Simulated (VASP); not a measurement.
Given:

```xyz
2
Lattice="0.0000 2.9933 2.9933 2.9933 0.0000 2.9933 2.9933 2.9933 0.0000" Properties=species:S:1:pos:R:3 pbc="T T T"
In     0.0000     0.0000     0.0000
As     1.4967     1.4967     1.4967
```

Computed with PBE GGA with D4 dispersion, VASP's PBE PAW potentials (set 64) (plane waves; VASP 6.6.1). Numerical set-up: 520 eV cut-off, 10×10×10 Γ-centred mesh, first-order Methfessel-Paxton smearing of 0.10 eV, potentials In_d As.

### Question
Give the stress tensor in GPa (positive for a compressed cell).

### Answer

```
3.86  0.00  0.00
0.00  3.86  0.00
0.00  0.00  3.86
```
The pressure is its mean diagonal, 3.86 GPa.

The compound is InAs in the zinc blende structure. This cell is one point of a volume scan, at 0.94 of the reference volume.
